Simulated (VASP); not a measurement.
Here is the system:

```yaml
crystal:
  lattice:
    - [2.95000, 0.00000, 0.00000]
    - [0.00000, 2.95000, 0.00000]
    - [0.00000, 0.00000, 2.95000]
  atoms:
    - { symbol: Zn, position: [0.50000, 0.50000, 0.50000] }
    - { symbol: Cu, position: [0.00000, 0.00000, 0.00000] }
```

All values below come from PBE GGA, VASP's PBE PAW potentials (set 64) (plane waves; VASP). Run with 400 eV cut-off, 9×9×9 Γ-centred mesh, first-order Methfessel-Paxton smearing of 0.10 eV, potentials Zn Cu.

Problem. Give the stress tensor in GPa (positive for a compressed cell).

Solution. 
```
1.76  0.00  0.00
0.00  1.76  0.00
0.00  0.00  1.76
```
The pressure is its mean diagonal, 1.76 GPa.

The compound is CuZn in the CsCl type structure. The cell was not relaxed at this level. The electron count is odd and the run is not spin-polarised, which forces a metal.
